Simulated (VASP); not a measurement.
Consider the following.

```
CELL_PARAMETERS angstrom
      0.00000     2.72464     2.72464
      2.72464     0.00000     2.72464
     10.95883    10.95883    -0.06028
ATOMIC_POSITIONS crystal
  Ga 0.01646 0.01646 0.98765
  Ga 0.00020 0.00020 0.24985
  Ga 0.98425 0.98425 0.51181
  As 0.25591 0.25591 0.05806
  As 0.23969 0.23969 0.32024
  As 0.22350 0.22350 0.58238
  As 0.27379 0.27379 0.79466
  B  0.00621 0.00621 0.74535
```

The numbers are results of PBEsol GGA, VASP's PBE PAW potentials (set 64) (plane waves; VASP 6.6.1), not measurements. Numerical set-up: 520 eV cut-off, 11×11×3 Γ-centred mesh, tetrahedra with Blöchl corrections, potentials Ga_d As B.

The cores are frozen, which limits the accuracy of field gradients.

Give the principal components of the electric field gradient (V/Å²) and the asymmetry η at each nucleus.

| atom | Vxx | Vyy | Vzz | η |
|---|---|---|---|---|
| Ga1 | -0.3 | -0.3 | 0.6 | 0.00 |
| Ga2 | -4.3 | -4.3 | 8.7 | 0.00 |
| Ga3 | -5.4 | -5.4 | 10.9 | 0.00 |
| As4 | -22.5 | -22.5 | 45.0 | 0.00 |
| As5 | -22.6 | -22.6 | 45.1 | 0.00 |
| As6 | -12.4 | -12.4 | 24.9 | 0.00 |
| As7 | 47.5 | 47.5 | -95.0 | 0.00 |
| B8 | 3.8 | 3.8 | -7.5 | 0.00 |

The structure was generated: Ga3As4B was put into an ordered model structure (R3m), which need not be its known phase. It was relaxed first.
